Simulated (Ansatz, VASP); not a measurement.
# GaP: VASP beside Ansatz, part 2 of 2

Aim: how closely do two programs agree when they are given the same cell, functional and k mesh? The cell is taken from a series of runs on this material, whose earlier steps may have relaxed, scaled, displaced or heated it; both programs get it as it stands.

VASP 6.6.1 and Ansatz 0.2.0.

So far, gap on the k-mesh: step 4 (differences) 1.49.

## (6) VASP: single point, LDA, pair 2 (continued)

Level of this step: LDA; plane waves and PAW (Ga_d, P) (VASP).

Numbers of over 12 decimals in the logs are rounded to 6 here.

OUTCAR, selected parts (step 6):

```text
  Total       -0.6906802     -0.6906802     -0.6906802      0.0000000      0.0000000      0.0000000
  in kB      -27.3362269    -27.3362269    -27.3362269      0.0000000      0.0000000      0.0000000
  external PRESSURE =     -27.3362269 kB  Pullay stress =       0.0000000 kB

 POSITION                                       TOTAL-FORCE (eV/Angst)
 -----------------------------------------------------------------------------------
      0.00000      0.00000      0.00000         0.000000      0.000000      0.000000
      0.00000     -4.08787      5.78113        -0.000000     -0.000000     -0.000000
 -----------------------------------------------------------------------------------
    total drift:                               -0.000000      0.000001     -0.000001

  FREE ENERGIE OF THE ION-ELECTRON SYSTEM (eV)
  ---------------------------------------------------
  free  energy   TOTEN  =       -10.4354099662 eV

  energy  without entropy=      -10.4354099662  energy(sigma->0) =      -10.43540997

[... 3 further parts left out ...]
[key lines of the parts left out:]
E-fermi :   5.2568
```

The run ends at a pressure of -2.73 GPa.

## (7) Differences

What differs besides the data sets and the points named for the pairs above, as far as they apply: the cutoff is 420 eV in Ansatz and 500 eV in VASP. Total energies have different zeros and are not compared.

The two programs side by side:

| quantity | Ansatz | VASP | difference |
| --- | --- | --- | --- |
| pressure (GPa) | -2.75 | -2.73 | -0.02 |
| gap on the k mesh (eV) | 1.491 | 1.495 | -0.004 |

A gap on the mesh is an upper bound, since the band edges may lie between its points.

## (8) Ansatz: single point, LDA, pair 3

With cell and atoms fixed, the geometry can't cause a difference; cores, projectors, grids and the points listed under the comparison can.

The cell is taken from a series of runs on this material, whose earlier steps may have relaxed, scaled, displaced or heated it; both programs get it as it stands.

The input, input.yaml:

```yaml
crystal:
  lattice:
    - [-1.9270427568, -2.7252500002, 1.9270427593]
    - [1.9270427568, -2.7252500002, 1.9270427593]
    - [0.0, 3.5e-09, 3.8540855136]
  atoms:
    - { symbol: Ga, position: [0.0, 0.0, 0.0] }
    - { symbol: P, position: [0.75, 0.75, 0.75] }
kpoints:
  mp_grid: { grid: [6, 6, 6] }
  band_path:
    path:
      - [[0.0, 0.0, 0.0], [-0.5, -0.5, 0.0], [-0.375, -0.375, 0.25]]
      - [[-0.375, 0.0, 0.375], [0.0, 0.0, 0.0], [0.0, 0.0, 0.5], [-0.5, -0.25, 0.25], [-0.5, -0.5, 0.0]]
    npoints: 10
hamiltonian:
  xc: lda
scf:
  occupations: { method: fermi_dirac, width: 0.02 }
  n_extra_bands: 30
output:
  eigenvalues: true
  forces: true
  stress: true
  fatbands: true
  write_density: true
  write_potential: true
  elf: true
  volumetric_format: npy
```

Launch:

```
> ansatz run input.yaml --threads 8 --pin off --max-ram 18432MiB --backend cpu --events-out ev --progress --plain --runs-dir out
```

The program printed:

```text
[...]
Crystal: 2 atoms, lattice volume = 40.481 Å³
Basis set: ecut = 420 eV, 749 PW (Γ)
Bands: 39, of which v1, the nominal top of the filled ones, is band 9 counted from 1 (8 counted from 0)
Symmetry: 24 space group operations
[...]
k-points: 16 of 216 (time reversal used)
[...]
k-point 0: bands = [... 5 lower, -5.6732, 6.8480, 6.8480, 6.8480, 8.4543, 10.6292, 10.6292, 10.6292, ... 26 higher]
  k-point 1: bands = [... 5 lower, -5.3172, 4.4042, 6.4703, 6.4703, 9.0909, 11.1818, 11.1818, 11.7258, ... 26 higher]
  k-point 2: bands = [... 5 lower, -4.3651, 1.5694, 5.9295, 5.9295, 8.5719, 11.5617, 11.5617, 14.2503, ... 26 higher]
  k-point 15: bands = [... 5 lower, -2.6006, 0.1418, 3.4274, 3.5340, 10.1911, 10.3705, 14.2598, 14.2846, ... 26 higher]
[key lines of the parts left out:]
SCF converged after 6 iterations
Free energy (F): -4433.738545 eV
Fermi energy:    7.586362 eV
P = ⅓ Tr σ = -2.7304 GPa (-27.304 kbar)
```

## (9) VASP: single point, LDA, pair 3

The same cell, functional (in two slightly different forms), mesh and smearing now go to VASP, with its own data sets.

The input, INCAR:

```
SYSTEM = GaP
PREC = Accurate
ENCUT = 500
EDIFF = 1E-06
NELM = 120
ISMEAR = -1
SIGMA = 0.02
LREAL = .FALSE.
ALGO = Normal
GGA = PW92
NBANDS = 15
LORBIT = 11
LWAVE = .FALSE.
LCHARG = .FALSE.
ISIF = 2
LASPH = .TRUE.
GGA_COMPAT = .FALSE.
EFERMI = MIDGAP
```

The input, POSCAR:

```
GaP
1.0
   -1.9270427568     -2.7252500002      1.9270427593
    1.9270427568     -2.7252500002      1.9270427593
    0.0000000000      0.0000000035      3.8540855136
Ga P
1 1
Direct
    0.0000000000      0.0000000000      0.0000000000
    0.7500000000      0.7500000000      0.7500000000
```

The input, KPOINTS:

```
Automatic mesh
0
Gamma
6 6 6
0 0 0
```

The projector-augmented-wave data sets are Ga_d and P (LDA family, release 64).

Launch:

```
> mpirun -np 1 vasp_std
```

The program printed:

```text
[... set-up lines as in an earlier step ...]
 entering main loop
       N       E                     dE             d eps       ncg     rms          rms(c)
DAV:   1     0.748276028620E+02    0.74828E+02   -0.89355E+03   496   0.169E+03
DAV:   2    -0.515572002645E+01   -0.79983E+02   -0.76459E+02   557   0.298E+02
DAV:   3    -0.106535230176E+02   -0.54978E+01   -0.54788E+01   613   0.657E+01
DAV:   4    -0.107429614556E+02   -0.89438E-01   -0.89412E-01   581   0.889E+00
[...]
DAV:  10    -0.104200488444E+02   -0.90077E-06   -0.48960E-05   723   0.794E-02    0.259E-02
DAV:  11    -0.104200554627E+02   -0.66184E-05   -0.82937E-06   601   0.440E-02    0.704E-03
DAV:  12    -0.104200552660E+02    0.19674E-06   -0.46548E-07   359   0.753E-03
   1 F= -.10420055E+02 E0= -.10420055E+02  d E =-.204438E-17
```

Parts of OUTCAR (step 9):

```text
  Total       -0.6853578     -0.6853578     -0.6853578      0.0000000      0.0000000     -0.0000000
  in kB      -27.1255715    -27.1255715    -27.1255715      0.0000000      0.0000000     -0.0000000
  external PRESSURE =     -27.1255715 kB  Pullay stress =       0.0000000 kB

 POSITION                                       TOTAL-FORCE (eV/Angst)
 -----------------------------------------------------------------------------------
      0.00000      0.00000      0.00000        -0.000000      0.000000      0.000000
      0.00000     -4.08787      5.78113         0.000000     -0.000000     -0.000000
 -----------------------------------------------------------------------------------
    total drift:                               -0.000000      0.000001     -0.000001

  FREE ENERGIE OF THE ION-ELECTRON SYSTEM (eV)
  ---------------------------------------------------
  free  energy   TOTEN  =       -10.4200552660 eV

  energy  without entropy=      -10.4200552660  energy(sigma->0) =      -10.42005527

[... 2 parts as in an earlier step ...]

[... 1 further part left out ...]
[key lines of the parts left out:]
E-fermi :   5.2629
```

The run ends at a pressure of -2.71 GPa.

## (10) Side by side

Both answers:

| quantity | Ansatz | VASP | difference |
| --- | --- | --- | --- |
| pressure (GPa) | -2.73 | -2.71 | -0.02 |
| gap on the k mesh (eV) | 1.491 | 1.493 | -0.002 |

A gap on the mesh is an upper bound, since the band edges may lie between its points.

## (11) What came out

| Quantity | Value |
| --- | --- |
| difference in gap on the k mesh (single point, LDA, pair 1) | -0.0018 eV |
| difference in gap on the k mesh (single point, LDA, pair 2) | -0.0044 eV |
| difference in gap on the k mesh (single point, LDA, pair 3) | -0.0017 eV |

In words: The difference in gap on the k mesh is -0.0044 eV (single point, LDA, pair 2), within the 0.08 eV picked in this series as the mark of a large difference. 5 further runs of this series are not shown here. Such differences can come from data sets, numerical settings and the points named under the comparisons, not from the functional's error against experiment.

[Lines on the potential files, build, host, timing and source positions are cut from VASP's logs without a mark.]

[Logs are printed without paths, hosts, clocks, repeated set-up lines and the standing remarks that a program may print on its own settings, such as how far it seeks lower states.]

[Hosts, paths, dates, database ids (printed as entryN), source tags and the programs' standing remarks are cut or masked in the printed files.]
